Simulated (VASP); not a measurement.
Data:

```yaml
crystal:
  lattice:
    - [2.78121, 0.00000, 0.00000]
    - [0.00000, 2.78121, 0.00000]
    - [0.00000, 0.00000, 2.78121]
  atoms:
    - { symbol: Hf, position: [0.00000, 0.00000, 0.00000] }
    - { symbol: N, position: [0.50000, 0.50000, 0.50000] }
```

Computed with PBEsol GGA, VASP's PBE PAW potentials (set 64) (plane waves; VASP). Run with 520 eV cut-off, Gaussian smearing of 0.050 eV, potentials Hf_pv N.

Q: Give the energies of bands 5 to 10 at the high-symmetry points, in eV from the Fermi level.

A: 
```
band      Γ      X      M      R
----  -----  -----  -----  -----
5     -2.55  -7.96  -4.02  -7.10
6     -2.55  -2.72  -4.02  -7.10
7     -1.02  -2.72  -1.42  -7.10
8     -1.02  -1.24  -0.48   8.30
9     -1.02   6.09   2.90   8.30
10     4.00   7.40   3.22   8.30
```

It has no gap at this level: it comes out as a metal or semimetal.

The structure was generated: HfN was put into the CsCl type (Pm-3m), which need not be its known phase. It was relaxed first, which changed the volume by -28 %. The electron count is odd and the run is not spin-polarised, which forces a metal.
